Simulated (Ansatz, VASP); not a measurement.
# Te2Mo in two plane-wave programs, part 2 of 2

Wanted: the spread between two codes on one cell, functional and k mesh. The cell is taken from a series of runs on this material, whose earlier steps may have relaxed, scaled, displaced or heated it; both programs get it as it stands.

VASP 6.6.1 and Ansatz 0.2.0.

So far: The starting structure; Ansatz: single point, HSE06; VASP: single point, HSE06.

## 3. VASP: single point, HSE06 (continued)

Level of this step: HSE06, no spin polarisation; plane waves and PAW (Te, Mo_sv) (VASP).

Numbers of over 12 decimals in the logs are rounded to 6 here.

OUTCAR, selected parts (step 3):

```text
ion  position               nearest neighbor table
   1  0.333  0.667  0.621-   6 2.73   6 2.73   6 2.73   3 3.63
   2  0.667  0.333  0.121-   5 2.73   5 2.73   5 2.73   4 3.63
   3  0.333  0.667  0.879-   6 2.73   6 2.73   6 2.73   1 3.63
   4  0.667  0.333  0.379-   5 2.73   5 2.73   5 2.73   2 3.63
   5  0.333  0.667  0.250-   2 2.73   4 2.73   2 2.73   4 2.73   2 2.73   4 2.73
   6  0.667  0.333  0.750-   1 2.73   3 2.73   1 2.73   3 2.73   1 2.73   3 2.73

  LATTYP: Found a hexagonal cell.
 ALAT       =     3.5182000000
 C/A-ratio  =     4.0115218009

 Subroutine GETGRP returns: Found 24 space group operations
 (whereof 12 operations were pure point group operations)

The static configuration has the point symmetry D_3d.
 The point group associated with its full space group is D_6h.

 Found     14 irreducible k-points:

   k-points           NKPTS =     14   k-points in BZ     NKDIM =     72   number of bands    NBANDS=     32

   dimension x,y,z NGX =    24 NGY =   24 NGZ =   96
   dimension x,y,z NGXF=    48 NGYF=   48 NGZF=  192

   ENCUT  =  400.0 eV  29.40 Ry    5.42 a.u.   5.74  5.74 23.02*2*pi/ulx,y,z

   NELECT =      52.0000    total number of electrons

 k-points in reciprocal lattice and weights: Automatic mesh
   0.00000000  0.00000000  0.00000000       0.014
   0.16666667  0.00000000  0.00000000       0.083
   0.33333333 -0.00000000  0.00000000       0.083
   0.50000000  0.00000000  0.00000000       0.042
   0.16666667  0.16666667  0.00000000       0.083
   0.33333333  0.16666667  0.00000000       0.167
   0.33333333  0.33333333  0.00000000       0.028
   0.00000000  0.00000000  0.50000000       0.014
   0.16666667  0.00000000  0.50000000       0.083
[...]
0.33333333  0.16666667  0.50000000       0.167
   0.33333333  0.33333333  0.50000000       0.028

  exchange ACFDT corr.  =         0.00000000  see jH, gK, PRB 81, 115126

 average (electrostatic) potential at core
       1 -82.5367       2 -82.5367       3 -82.5367       4 -82.5367       5 -68.3583
       6 -68.3584

 E-fermi :   7.7904

 k-point     1 :       0.0000    0.0000    0.0000
  band No.  band energies     occupation
    ...
     22       6.5500      2.00000
     23       6.5888      2.00000
     24       6.5888      2.00000
     25       7.1137      2.00000
     26       7.6311      2.00000
     27      11.1941      0.00000
     28      11.1941      0.00000
     29      11.3282      0.00000
     30      11.3282      0.00000
     31      11.4384      0.00000
    ...

 k-point     2 :       0.1667    0.0000    0.0000
  band No.  band energies     occupation
    ...
     22       6.0884      2.00000
     23       6.2917      2.00000
     24       6.5763      2.00000
     25       7.1626      2.00000
     26       7.2278      2.00000
     27       9.9643      0.00000
     28      10.2677      0.00000
     29      10.2928      0.00000
     30      10.5451      0.00000
     31      10.6214      0.00000
    ...

 k-point     3 :       0.3333   -0.0000    0.0000
  band No.  band energies     occupation
    ...
     22       6.1274      2.00000
     23       6.2618      2.00000
     24       6.4884      2.00000
     25       6.6864      2.00000
     26       6.8391      2.00000
     27       9.2603      0.00000
     28       9.6715      0.00000
     29       9.8911      0.00000
     30       9.9071      0.00000
     31      10.3930      0.00000
    ...

  Total       -1.5748598     -1.5748598     -2.7010531      0.0000000      0.0000000      0.0000000
  in kB      -16.6782748    -16.6782748    -28.6050255      0.0000000      0.0000000      0.0000000
  external PRESSURE =     -20.6538583 kB  Pullay stress =       0.0000000 kB

  energy-cutoff  :      400.00
  volume of cell :      151.29
      direct lattice vectors                 reciprocal lattice vectors
     3.518200000  0.000000000  0.000000000     0.284236257  0.164103880  0.000000000
    -1.759100000  3.046850576  0.000000000     0.000000000  0.328207759  0.000000000
     0.000000000  0.000000000 14.113336000     0.000000000  0.000000000  0.070854970

 POSITION                                       TOTAL-FORCE (eV/Angst)
 -----------------------------------------------------------------------------------
     -0.00000      2.03123      8.76838         0.000000     -0.000000      0.538547
      1.75910      1.01562      1.71172         0.000000     -0.000000      0.538547
     -0.00000      2.03123     12.40162         0.000000     -0.000000     -0.538547
      1.75910      1.01562      5.34495        -0.000000     -0.000000     -0.538547
     -0.00000      2.03123      3.52833         0.000000      0.000000      0.000000
      1.75910      1.01562     10.58500        -0.000000     -0.000000     -0.000000
 -----------------------------------------------------------------------------------
    total drift:                                0.000001     -0.000000      0.000000

  FREE ENERGIE OF THE ION-ELECTRON SYSTEM (eV)
  ---------------------------------------------------
  free  energy   TOTEN  =       -43.5972721787 eV

  energy  without entropy=      -43.5972721787  energy(sigma->0) =      -43.59727218

 total charge
# of ion       s       p       d       tot
------------------------------------------
    1        1.349   2.107   0.065   3.520
    2        1.349   2.107   0.065   3.520
    3        1.349   2.107   0.065   3.520
    4        1.349   2.107   0.065   3.520
    5        2.250   6.152   3.923  12.325
    6        2.250   6.152   3.923  12.325
--------------------------------------------------
tot          9.895  20.730   8.107  38.732

[... 3 further parts left out ...]
```

The run ends at a pressure of -2.07 GPa, with forces up to 0.54 eV/Å.

## 4. Side by side

Known differences besides the potentials themselves: exact exchange at q = 0 is treated differently, which shows on coarse meshes; VASP keeps PBE cores, Ansatz makes them for the functional; fixed occupations in Ansatz, narrow Gaussian smearing in VASP; the data sets hold 92 valence electrons in Ansatz (on its PAW soft_1 files) and 52 in VASP; the cutoff is 420 eV in Ansatz and 400 eV in VASP; VASP takes a coarser grid for exact exchange (PRECFOCK = Fast). Total energies have different zeros and are not compared.

Both answers:

```csv
quantity,Ansatz,VASP,difference
gap on the k mesh (eV),1.267,1.253,+0.014
```

A gap on the mesh is an upper bound, since the band edges may lie between its points.

## 5. Outcome

| Item | Value |
| --- | --- |
| difference in gap on the k mesh (single point, HSE06) | 0.014 eV |

**Reading.** The difference in gap on the k mesh is 0.014 eV (single point, HSE06), within the 0.08 eV picked in this series as the mark of a large difference. The data sets hold unlike numbers of valence electrons (92 in Ansatz and 52 in VASP), so part of the differences comes from the potentials. Such differences can come from data sets, numerical settings and the points named under the comparisons, not from the functional's error against experiment.

[Lines on the potential files, build, host, timing and source positions are cut from VASP's logs without a mark.]

[Logs are printed without paths, hosts, clocks, repeated set-up lines and the standing remarks that a program may print on its own settings, such as how far it seeks lower states.]

[Hosts, paths, dates, database ids (printed as entryN), source tags and the programs' standing remarks are cut or masked in the printed files.]
